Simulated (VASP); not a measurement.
A cell of BP (zinc blende) near equilibrium:

```xyz
2
Lattice="0.0000 2.2660 2.2660 2.2660 0.0000 2.2660 2.2660 2.2660 0.0000" Properties=species:S:1:pos:R:3 pbc="T T T"
B      0.0000     0.0000     0.0000
P      1.1330     1.1330     1.1330
```

Level of theory: r2SCAN meta-GGA, VASP's PBE PAW potentials (set 64) (plane waves; VASP).

```json
[
 {"run": "as it is", "ΔE (meV/atom)": "0.0", "σxx": "0.01", "σyy": "0.01", "σzz": "0.01", "largest shear component, with its sign (GPa)": "0.00", "gap (eV)": "1.44"},
 {"run": "after one change", "ΔE (meV/atom)": "1.8", "σxx": "0.08", "σyy": "0.03", "σzz": "0.08", "largest shear component, with its sign (GPa)": "-3.24", "gap (eV)": "1.41"}
]
```
Stress is in GPa, positive when the cell is compressed; gaps are those on the k-mesh, and 0.00 means metallic.

Task: What was changed between the two runs?
(A) isotropic strain of +4.0 %
(B) shear strain γ_xz = +1.5 %
(C) isotropic strain of -1.0 %
(D) shear strain γ_yz = +0.5 %

Result: B, shear strain γ_xz = +1.5 %

The compound is BP in the zinc blende structure.
